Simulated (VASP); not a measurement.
Input:

```
KF
1.0
    0.00000     2.71031     2.71031
    2.71031     0.00000     2.71031
    2.71031     2.71031     0.00000
K F
1 1
Direct
  0.00000   0.00000   0.00000
  0.50000   0.50000   0.50000
```

Calculation: PBE GGA, VASP's PBE PAW potentials (set 64) (plane waves; VASP). Run with 520 eV cut-off, 8×8×8 Γ-centred mesh, Gaussian smearing of 0.050 eV, potentials K_sv F.

Question: Predict the energy per atom (σ→0), band gap (on the k-mesh) with the smallest direct gap where there is one.

Answer: 
| Quantity | Result |
|---|---|
| band gap (on the k-mesh) | 5.95 eV |
| smallest direct gap (on the k-mesh) | 5.95 eV |
| energy per atom (σ→0) | -400.4 kJ/mol-atom |

Total energies compare only between runs with the same potentials, cut-off and functional.

The compound is KF in the rock salt structure. It was relaxed first.
